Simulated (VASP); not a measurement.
Consider the following.

```yaml
crystal:
  lattice:
    - [1.81296, -3.14014, 0.00000]
    - [1.81296, 3.14014, 0.00000]
    - [0.00000, 0.00000, 5.58404]
  atoms:
    - { symbol: Ho, position: [0.33333, 0.66667, 0.25000] }
    - { symbol: Ho, position: [0.66667, 0.33333, 0.75000] }
```

Method: PBE GGA, VASP's PBE PAW potentials (set 64) (plane waves; VASP). Run with 480 eV cut-off, 12×12×6 Γ-centred mesh, first-order Methfessel-Paxton smearing of 0.10 eV, potentials Ho_3.

The 4f electrons are frozen in the core of the lanthanide potential, so 4f levels, which can set the real gap, and their magnetism are missing.

**Question.** Predict the energy per atom (σ→0), band gap (on the k-mesh) with the smallest direct gap where there is one.

**Answer.** 
```
Item                                                         Value
------------------------  ----------------------------------------
band gap (on the k-mesh)  none (metal, semimetal or under 0.01 eV)
energy per atom (σ→0)                               -4.514 eV/atom
```

Total energies compare only between runs with the same potentials, cut-off and functional.

The compound is Ho in the hcp structure. This cell was strained or had an atom moved on purpose.
